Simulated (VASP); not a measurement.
Here is the system:

```
CELL_PARAMETERS angstrom
     -3.04393     3.04393     1.71799
      3.04393    -3.04393     1.71799
      3.04393     3.04393    -1.71799
ATOMIC_POSITIONS crystal
  Pm 0.75000 0.25000 0.50000
  Pm 0.00000 0.00000 0.00000
```

Level of theory: PBEsol GGA, VASP's PBE PAW potentials (set 64) (plane waves; VASP 6.6.1). Numerical set-up: 480 eV cut-off, 12×12×12 Γ-centred mesh, first-order Methfessel-Paxton smearing of 0.10 eV, potentials Pm_3.

The 4f electrons are frozen in the core of the lanthanide potential, so 4f levels, which can set the real gap, and their magnetism are missing.

Each row applies one change to this cell, which was relaxed at other settings and keeps the small stress of the first row; at a fixed cut-off the stress holds a Pulay part, so it need not integrate to ΔE exactly. Stress is in GPa, positive when the cell is compressed.

| change | ΔE (meV/atom) | σxx | σyy | σzz | largest shear component, with its sign (GPa) | largest force (eV/Å) |
|---|---|---|---|---|---|---|
| none | 0.0 | 0.04 | 0.04 | 0.06 | 0.00 | 0.000 |
| atom 2 (Pm) moved by -0.150 Å along y | [?] | [?] | [?] | [?] | [?] | [?] |
| atom 2 (Pm) moved by 0.100 Å along y | 6.5 | -0.01 | 0.07 | 0.04 | 1.11 | 0.270 |
| atom 1 (Pm) moved by -0.050 Å along x | 1.6 | 0.05 | 0.03 | 0.05 | -0.58 | 0.130 |
| isotropic strain of -1.0 % | 3.5 | 1.07 | 1.07 | 1.39 | 0.00 | 0.000 |
| isotropic strain of +2.0 % | 11.3 | -1.69 | -1.69 | -2.14 | 0.00 | 0.000 |
| atom 1 (Pm) moved by 0.100 Å along y | 6.5 | -0.01 | 0.07 | 0.04 | -1.11 | 0.270 |
| biaxial strain of +4.0 % in the yz plane | [?] | [?] | [?] | [?] | [?] | [?] |

Q: Fill in the missing entries.

A: 
- atom 2 (Pm) moved by -0.150 Å along y, ΔE (meV/atom): 15.1
- atom 2 (Pm) moved by -0.150 Å along y, σxx: -0.07
- atom 2 (Pm) moved by -0.150 Å along y, σyy: 0.16
- atom 2 (Pm) moved by -0.150 Å along y, σzz: 0.05
- atom 2 (Pm) moved by -0.150 Å along y, largest shear component, with its sign (GPa): -1.62
- atom 2 (Pm) moved by -0.150 Å along y, largest force (eV/Å): 0.428
- biaxial strain of +4.0 % in the yz plane, ΔE (meV/atom): 28.2
- biaxial strain of +4.0 % in the yz plane, σxx: -0.63
- biaxial strain of +4.0 % in the yz plane, σyy: -3.19
- biaxial strain of +4.0 % in the yz plane, σzz: -3.41
- biaxial strain of +4.0 % in the yz plane, largest shear component, with its sign (GPa): 0.00
- biaxial strain of +4.0 % in the yz plane, largest force (eV/Å): 0.172

Failed runs are left out, and for metals the shear rows, which the mesh's noise covers.

The structure was generated: Pm was put into the beta-Sn type (I4_1/amd), which need not be its known phase.
